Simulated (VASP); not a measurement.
Input:

```
MgB2
1.0
    1.53776    -2.66349     0.00000
    1.53776     2.66349     0.00000
    0.00000     0.00000     3.48093
Mg B
1 2
Direct
  0.00000   0.00000   0.00000
  0.33333   0.66667   0.50000
  0.66667   0.33333   0.50000
```

All values below come from r2SCAN meta-GGA, VASP's PBE PAW potentials (set 64) (plane waves; VASP). Settings: 600 eV cut-off, 10×10×8 Γ-centred mesh, first-order Methfessel-Paxton smearing of 0.10 eV, potentials Mg B.

Energy and stress use the plane-wave basis of the starting cell.

Question: The ions, cell shape and volume at an external pressure of 5.0 GPa are relaxed. Give the cell that the relaxation ends in.

Answer: 
```
MgB2
1.0
    1.52441    -2.64035     0.00000
    1.52441     2.64035     0.00000
    0.00000     0.00000     3.43253
Mg B
1 2
Direct
  0.00000   0.00000   0.00000
  0.33333   0.66667   0.50000
  0.66667   0.33333   0.50000
```
Space group P6/mmm (191), at a tolerance of 0.03 Å.

Question: How do energy and volume change from the first to the last step?

Answer: The energy (σ→0) changes by +4.4 meV/atom and the volume by -3.1 %, in 5 ionic steps.

The compound is MgB2 in the AlB2 type structure. This run relaxes it under an external pressure of 5 GPa. Symmetry was kept, so distortions that lower it aren't found.
